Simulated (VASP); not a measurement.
A convergence study with VASP on TaS2: one setting is varied, all else stays as given below, so the limit is that of these other settings.

```yaml
crystal:
  lattice:
    - [3.39301, 0.00000, 0.00000]
    - [-1.69650, 2.93843, 0.00000]
    - [0.00000, 0.00000, 23.22679]
  atoms:
    - { symbol: Ta, position: [0.00000, 0.00000, 0.36683] }
    - { symbol: Ta, position: [0.00000, 0.00000, 0.63318] }
    - { symbol: S, position: [0.66667, 0.33333, 0.30138] }
    - { symbol: S, position: [0.33333, 0.66667, 0.43227] }
    - { symbol: S, position: [0.66667, 0.33333, 0.56773] }
    - { symbol: S, position: [0.33333, 0.66667, 0.69862] }
```

All values below come from PBEsol GGA, VASP's PBE PAW potentials (set 64) (plane waves; VASP). The tightest run used: 300 eV cut-off, 29×29×1 Γ-centred mesh, Gaussian smearing of 0.10 eV, potentials Ta_pv S.

Q: The settings run are 2×2×1 mesh; 3×3×1 mesh; 4×4×1 mesh; 5×5×1 mesh; 6×6×1 mesh; 7×7×1 mesh; 8×8×1 mesh; 11×11×1 mesh; 13×13×1 mesh; 15×15×1 mesh; 18×18×1 mesh; 21×21×1 mesh; 24×24×1 mesh; 29×29×1 mesh. From which on does the energy per atom stay within 0.001 eV/atom of the tightest run?

A: From 13×13×1 mesh on: it is off by 0.0004 there and by no more than 0.001 in any finer run, while 11×11×1 mesh is off by 0.0022.
| setting | E (eV/atom) | irreducible k-points | difference judged (eV/atom) |
|---|---|---|---|
| 2×2×1 mesh | -7.7796 | 2 | 0.3855 |
| 3×3×1 mesh | -8.1328 | 3 | 0.0324 |
| 4×4×1 mesh | -8.1813 | 4 | 0.0161 |
| 5×5×1 mesh | -8.1741 | 5 | 0.0090 |
| 6×6×1 mesh | -8.1550 | 7 | 0.0101 |
| 7×7×1 mesh | -8.1524 | 8 | 0.0127 |
| 8×8×1 mesh | -8.1580 | 10 | 0.0071 |
| 11×11×1 mesh | -8.1673 | 16 | 0.0022 |
| 13×13×1 mesh | -8.1647 | 21 | 0.0004 |
| 15×15×1 mesh | -8.1647 | 27 | 0.0005 |
| 18×18×1 mesh | -8.1653 | 37 | 0.0001 |
| 21×21×1 mesh | -8.1653 | 48 | 0.0001 |
| 24×24×1 mesh | -8.1651 | 61 | 0.0001 |
| 29×29×1 mesh | -8.1652 | 85 | 0.0000 |

Left out are rungs that failed or repeat a setting and relaxations that didn't move; long series are thinned to 24 rows.

The cell is a sheet or thin cut with vacuum, built from a database entry that may be metastable or hypothetical.
